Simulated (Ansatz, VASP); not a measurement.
# MoSeS: VASP beside Ansatz, part 2 of 2

Aim: how closely do two programs agree when they are given the same cell, functional and k mesh? Of the first pair: The cell is taken from a series of runs on this material, whose earlier steps may have relaxed, scaled, displaced or heated it; both programs get it as it stands.

VASP 6.6.1 and Ansatz 0.2.0.

So far: The starting structure; VASP: single point, PBEsol, pair 1; Ansatz: single point, PBEsol, pair 1; Differences; Ansatz: relaxation, PBEsol.

### 6. VASP: single point, PBEsol, start cell, pair 2

Level of this step: PBEsol, no spin polarisation; plane waves and PAW (Mo_sv, S, Se) (VASP).

The same cell, functional and mesh now go to VASP, with its own data sets.

INCAR

```
SYSTEM = MoSeS
PREC = Accurate
ENCUT = 400
EDIFF = 1E-06
NELM = 120
ISMEAR = 0
SIGMA = 0.01
LREAL = .FALSE.
ALGO = Normal
GGA = PS
NBANDS = 19
LASPH = .TRUE.
LORBIT = 11
LWAVE = .FALSE.
LCHARG = .FALSE.
ISIF = 2
LDIPOL = .TRUE.
IDIPOL = 3
DIPOL = 0.5 0.5 0.328
LVHAR = .TRUE.
GGA_COMPAT = .FALSE.
EFERMI = MIDGAP
NELMDL = -8
KPAR = 2
```

POSCAR

```
MoSeS
1.0
    3.2351392700      0.0000000000      0.0000000000
   -1.6175696350      2.8017127926      0.0000000000
    0.0000000000      0.0000000000     30.4000000000
Mo S Se
1 1 1
Direct
    0.3333334175      0.6666668350      0.3297455921
    0.6666667508      0.3333335017      0.3798939145
    0.6666667508      0.3333335017      0.2739131579
```

KPOINTS

```
Automatic mesh
0
Gamma
12 12 1
0 0 0
```

Potentials, in the order of the species: Mo_sv, S and Se (PBE family, release 64).

The run is started by

```console
> mpirun -np 2 vasp_std
```

Numbers of over 12 decimals in the logs are rounded to 6 here.

Log:

```text
[banner, memory and clock lines left out]
running    2 mpi-ranks, on    1 nodes
[...]
[... a notice as in an earlier step ...]

 LDA part: xc-table for (Slater+PW92), standard interpolation
 POSCAR, INCAR and KPOINTS ok, starting setup
[...]
entering main loop
       N       E                     dE             d eps       ncg     rms          rms(c)
DAV:   1     0.129329984196E+03    0.12933E+03   -0.11649E+04  1026   0.832E+02
DAV:   2    -0.121861907903E+02   -0.14152E+03   -0.13802E+03  1027   0.195E+02
DAV:   3    -0.236613452966E+02   -0.11475E+02   -0.11415E+02  1009   0.511E+01
DAV:   4    -0.237978081275E+02   -0.13646E+00   -0.13587E+00   920   0.618E+00
[...]
DAV:  25    -0.224709700715E+02   -0.33082E-05   -0.75247E-08   607   0.826E-04    0.216E-04
DAV:  26    -0.224709719751E+02   -0.19036E-05   -0.37646E-08   541   0.514E-04    0.155E-04
DAV:  27    -0.224709727957E+02   -0.82055E-06   -0.10633E-08   491   0.319E-04
   1 F= -.22470973E+02 E0= -.22470973E+02  d E =0.000000E+00
```

OUTCAR, selected parts (step 6):

```text
  Total       -1.1250975     -1.1250975     -0.6655558      0.0000000     -0.0000000      0.0000000
  in kB       -6.5420003     -6.5420003     -3.8699458      0.0000000     -0.0000000      0.0000000
  external PRESSURE =      -5.6513154 kB  Pullay stress =       0.0000000 kB

 POSITION                                       TOTAL-FORCE (eV/Angst)
 -----------------------------------------------------------------------------------
      0.00000      1.86781     10.02427        -0.000000     -0.000000      0.040841
      1.61757      0.93390     11.54878         0.000000      0.000000     -0.192515
      1.61757      0.93390      8.32696         0.000000      0.000000      0.151674
 -----------------------------------------------------------------------------------
    total drift:                                0.000000     -0.001252      0.000365

  FREE ENERGIE OF THE ION-ELECTRON SYSTEM (eV)
  ---------------------------------------------------
  free  energy   TOTEN  =       -22.4709727957 eV

  energy  without entropy=      -22.4709727957  energy(sigma->0) =      -22.47097280

[... 3 further parts left out ...]
[key lines of the parts left out:]
E-fermi :  -2.4089
```

The run ends at a pressure of -0.57 GPa, with forces up to 0.19 eV/Å.

### 7. Comparison

What differs besides the data sets and the points named for the pairs above, as far as they apply: fixed occupations in Ansatz, narrow Gaussian smearing in VASP; the data sets hold 36 valence electrons in Ansatz (on its PAW soft_1 files) and 26 in VASP. Total energies have different zeros and are not compared.

Forces (eV/Å; atoms numbered as in POSCAR):

| atom | Ansatz x, y, z | VASP x, y, z |
| --- | --- | --- |
| Mo1 | 0.000, 0.000, 0.001 | 0.000, 0.000, 0.041 |
| S2 | 0.000, 0.000, -0.200 | 0.000, 0.000, -0.193 |
| Se3 | 0.000, 0.000, 0.199 | 0.000, 0.000, 0.152 |

The forces differ by 21 meV/Å r.m.s., which is 25.2 % of the r.m.s. force of 0.083 eV/Å (both taken over all components). With vacuum in the cell, a pressure given here is an average over mostly empty space and none of the material.

### 8. Other set-ups

Further runs change the set-up of one program: Ansatz's method, potentials or start, or VASP's data sets, cutoff or form of LDA. The table gives that difference for each run.

| run | r.m.s. force difference (meV/Å) |
| --- | --- |
| as above | 21 |
| VASP with the data sets Mo, S and Se_sv_GW and a cutoff of 620 eV | 25 |

### 9. Ansatz: relaxation, PBEsol

The two programs are compared at the cell with which this relaxation starts, whose forces are those of its first step.

The structure compared here is the start of the Ansatz relaxation; VASP solves that cell, so the two are compared at the walk's first step.

input.yaml

```yaml
crystal:
  lattice:
    - [3.2671703519, 0.0, 0.0]
    - [-1.6335851759, 2.8294525232, 0.0]
    - [0.0, 0.0, 30.4]
  atoms:
    - { symbol: Mo, position: [0.3333333333, 0.6666666667, 0.3297367233] }
    - { symbol: S, position: [0.6666666667, 0.3333333333, 0.3795264015] }
    - { symbol: Se, position: [0.6666666667, 0.3333333333, 0.2742895067] }
  periodic: [true, true, false]
kpoints:
  mp_grid: { grid: [12, 12, 1] }
hamiltonian:
  xc: pbesol
  pseudopotentials: { kind: paw, azcp: { folder: soft_1 }, xc_functional: pbe }
scf:
  occupations: { method: fixed }
output:
  forces: true
  stress: true
  eigenvalues: true
relax:
  adjacent_minimum: "off"
  f_tol: 0.001
  max_steps: 60
```

The run is started by

```console
> ansatz run input.yaml --threads 4 --pin off --max-ram 16384MiB --backend cpu --events-out ev --progress --plain --runs-dir out
```

Log:

```text
[...]
Crystal: 3 atoms, lattice volume = 281.027 Å³
Basis set: ecut = 420 eV, 5609 PW (Γ), exchange–correlation on 48×48×432 points (8 copies of the dense FFT grid, shifted against one another)
Bands: 22, of which v1, the nominal top of the filled ones, is band 18 counted from 1 (17 counted from 0)
Symmetry: 6 space group operations
[...]
--- Relaxed structure (5 steps of the walk, 5 accepted, 0 SCFs on fresh bases) ---
  F+E_penalty+E_count = -11209.05115374 eV   max|allowed force component| = 1.916e-5 eV/Å
  cell:  # Å, volume = 281.0268 Å³
    - [3.267170, -2.886746013615248e-11, 0.0]
    - [-1.633585, 2.829453, 0.0]
    - [0.0, 0.0, 30.4]
  atoms:
    - { symbol: Mo, position: [0.333333, 0.666667, 0.329729] }
    - { symbol: S, position: [0.666667, 0.333333, 0.379170] }
    - { symbol: Se, position: [0.666667, 0.333333, 0.274654] }
[key lines of the parts left out:]
SCF converged after 4 iterations
Free energy (F): -11209.051154 eV
Fermi energy:    -5.610895 eV
P = ½ c Tr σ = -2.9332 N/m
```

### 10. VASP: single point, PBEsol, start cell, pair 3

The same cell, functional and mesh now go to VASP, with its own data sets.

INCAR is that of step 6.

POSCAR

```
MoSeS
1.0
    3.2671703519      0.0000000000      0.0000000000
   -1.6335851759      2.8294525232      0.0000000000
    0.0000000000      0.0000000000     30.4000000000
Mo S Se
1 1 1
Direct
    0.3333333895      0.6666667790      0.3297367105
    0.6666667228      0.3333334457      0.3795264145
    0.6666667228      0.3333334457      0.2742895066
```

KPOINTS is that of step 6.

The run is started by

```console
> mpirun -np 2 vasp_std
```

Log:

```text
[... set-up lines as in an earlier step ...]
 entering main loop
       N       E                     dE             d eps       ncg     rms          rms(c)
DAV:   1     0.129391698536E+03    0.12939E+03   -0.11482E+04  1026   0.824E+02
DAV:   2    -0.116772360009E+02   -0.14107E+03   -0.13730E+03  1000   0.193E+02
DAV:   3    -0.236670119825E+02   -0.11990E+02   -0.11934E+02  1011   0.523E+01
DAV:   4    -0.238062496601E+02   -0.13924E+00   -0.13865E+00   939   0.624E+00
[...]
DAV:  25    -0.224466624734E+02   -0.35325E-05   -0.81072E-08   599   0.837E-04    0.235E-04
DAV:  26    -0.224466641608E+02   -0.16874E-05   -0.33556E-08   537   0.516E-04    0.180E-04
DAV:  27    -0.224466650761E+02   -0.91528E-06   -0.14202E-08   510   0.345E-04
   1 F= -.22446665E+02 E0= -.22446665E+02  d E =0.000000E+00
```

OUTCAR, selected parts (step 10):

```text
  Total       -1.9432492     -1.9432492     -0.6403823     -0.0000000     -0.0000000      0.0000000
  in kB      -11.0787638    -11.0787638     -3.6509184     -0.0000000     -0.0000000      0.0000000
  external PRESSURE =      -8.6028153 kB  Pullay stress =       0.0000000 kB

 POSITION                                       TOTAL-FORCE (eV/Angst)
 -----------------------------------------------------------------------------------
      0.00000      1.88630     10.02400        -0.000000      0.000000      0.038815
      1.63359      0.94315     11.53760         0.000000      0.000000     -0.184518
      1.63359      0.94315      8.33840         0.000000      0.000000      0.145703
 -----------------------------------------------------------------------------------
    total drift:                                0.000000     -0.000847      0.000523

  FREE ENERGIE OF THE ION-ELECTRON SYSTEM (eV)
  ---------------------------------------------------
  free  energy   TOTEN  =       -22.4466650761 eV

  energy  without entropy=      -22.4466650761  energy(sigma->0) =      -22.44666508

[... 1 part as in an earlier step ...]

[... 2 further parts left out ...]
[key lines of the parts left out:]
E-fermi :  -2.4941
```

The run ends at a pressure of -0.86 GPa, with forces up to 0.18 eV/Å.

### 11. Comparison

What differs besides the data sets and the points named for the pairs above, as far as they apply: the data sets hold 36 valence electrons in Ansatz (on its PAW soft_1 files) and 26 in VASP. Total energies have different zeros and are not compared.

Forces (eV/Å; atoms numbered as in POSCAR):

| atom | Ansatz x, y, z | VASP x, y, z |
| --- | --- | --- |
| Mo1 | 0.000, 0.000, 0.001 | 0.000, 0.000, 0.039 |
| S2 | 0.000, 0.000, -0.193 | 0.000, 0.000, -0.185 |
| Se3 | 0.000, 0.000, 0.192 | 0.000, 0.000, 0.146 |

The forces differ by 20 meV/Å r.m.s., which is 25.5 % of the r.m.s. force of 0.079 eV/Å (both taken over all components). With vacuum in the cell, a pressure given here is an average over mostly empty space and none of the material.

### 12. What came out

| Quantity | Value |
| --- | --- |
| r.m.s. force difference (single point, PBEsol, pair 1) | 2.8 % of the r.m.s. force |
| r.m.s. force difference (single point, PBEsol, start cell, pair 2) | 21 meV/Å |
| r.m.s. force difference (single point, PBEsol, start cell, pair 3) | 20 meV/Å |

In words: The r.m.s. force difference is 21 meV/Å (single point, PBEsol, start cell, pair 2), beyond the 12 meV/Å picked in this series as the mark of a large difference. The data sets hold unlike numbers of valence electrons (36 in Ansatz and 26 in VASP), so part of the differences comes from the potentials. For single point, PBEsol, start cell, pair 2, no further run moves any of the tabulated differences by more than a quarter of its size. What causes the difference of the single point, PBEsol, start cell, pair 3 pair stays open here. 12 further runs of this series are not shown here. Such differences can come from data sets, numerical settings and the points named under the comparisons, not from the functional's error against experiment.

[Lines on the potential files, build, host, timing and source positions are cut from VASP's logs without a mark.]

[Logs are printed without paths, hosts, clocks, repeated set-up lines and the standing remarks that a program may print on its own settings, such as how far it seeks lower states.]

[Hosts, paths, dates, database ids (printed as entryN), source tags and the programs' standing remarks are cut or masked in the printed files.]
